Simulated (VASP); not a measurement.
Method: PBEsol GGA, VASP's PBE PAW potentials (set 64) (plane waves; VASP 6.6.1).

VASP input:

POSCAR:
```
C
1
    0.0000000000     1.7647549567     1.7647549567
    1.7647549567    -0.0000000000     1.7647549567
    1.7647549567     1.7647549567    -0.0000000000
C
2
Direct
  0.0000000000   0.0000000000   0.0000000000
  0.2500000000   0.2500000000   0.2500000000
```

**INCAR**
```
SYSTEM = C
PREC = Accurate; ENCUT = 620; LREAL = .False.
LASPH = .True.
EDIFF = 1E-6; NELM = 100; ALGO = Normal
ISMEAR = 0; SIGMA = 0.05
GGA = PS
IBRION = 2; NSW = 40; ISIF = 3
EDIFFG = -0.02; PSTRESS = 100
LWAVE = .False.; LCHARG = .False.
```

**KPOINTS**
```
Automatic mesh
0
Gamma
13 13 13
0 0 0
```

POTCAR, in this order: C (PBE.64 set). Program: vasp_std.

The resulting files:

OSZICAR:
```
       N       E                     dE             d eps       ncg     rms          rms(c)
DAV:   1     0.179518742521E+01    0.17952E+01   -0.56094E+03  1376   0.114E+03
DAV:   2    -0.198387197122E+02   -0.21634E+02   -0.20779E+02  2088   0.125E+02
DAV:   3    -0.199724672580E+02   -0.13375E+00   -0.13375E+00  1488   0.131E+01
DAV:   4    -0.199726247809E+02   -0.15752E-03   -0.15752E-03  1928   0.482E-01
DAV:   5    -0.199726248376E+02   -0.56718E-07   -0.56718E-07  1440   0.582E-03    0.579E+00
DAV:   6    -0.194343559080E+02    0.53827E+00   -0.41372E-01  1392   0.505E+00    0.343E+00
DAV:   7    -0.192473371237E+02    0.18702E+00   -0.45499E-01  1576   0.535E+00    0.741E-01
DAV:   8    -0.192473960386E+02   -0.58915E-04   -0.15714E-03  1376   0.496E-01    0.300E-02
DAV:   9    -0.192474007388E+02   -0.47002E-05   -0.34146E-05  1928   0.557E-02    0.230E-02
DAV:  10    -0.192474056377E+02   -0.48990E-05   -0.29284E-06  1472   0.207E-02    0.478E-03
DAV:  11    -0.192474054951E+02    0.14262E-06   -0.26828E-08   680   0.172E-03
   1 F= -.18561329E+02 E0= -.18561329E+02  d E =-.185613E+02
```

### OUTCAR
```
------------------------ aborting loop because EDIFF is reached ----------------------------------------
  FORCE on cell =-STRESS in cart. coord.  units (eV):
  Direction    XX          YY          ZZ          XY          YZ          ZX
  --------------------------------------------------------------------------------------
  Total        0.6863443      0.6863443      0.6863443     -0.0000000     -0.0000000      0.0000000
  in kB      100.0390083    100.0390083    100.0390083     -0.0000000     -0.0000000      0.0000000
  external PRESSURE =       0.0390083 kB  Pullay stress =     100.0000000 kB
  volume of cell :       10.99
      direct lattice vectors                 reciprocal lattice vectors
     0.000000000  1.764754957  1.764754957    -0.283325454  0.283325454  0.283325454
     1.764754957  0.000000000  1.764754957     0.283325454 -0.283325454  0.283325454
     1.764754957  1.764754957  0.000000000     0.283325454  0.283325454 -0.283325454
 POSITION                                       TOTAL-FORCE (eV/Angst)
 -----------------------------------------------------------------------------------
      0.00000      0.00000      0.00000         0.000000      0.000000      0.000000
      0.88238      0.88238      0.88238        -0.000000     -0.000000     -0.000000
 -----------------------------------------------------------------------------------
    total drift:                                0.000000      0.000000      0.000000
  FREE ENERGIE OF THE ION-ELECTRON SYSTEM (eV)
  ---------------------------------------------------
  free  energy   TOTEN  =       -19.2474054951 eV

  energy  without entropy=      -19.2474054951  energy(sigma->0) =      -19.24740550
  enthalpy is  TOTEN    =       -18.5613288362 eV   P V=        0.6860766589

 reached required accuracy - stopping structural energy minimisation
```
(Selected blocks of OUTCAR.)

The compound is C in the diamond structure. It was relaxed first under an external pressure of 10 GPa.
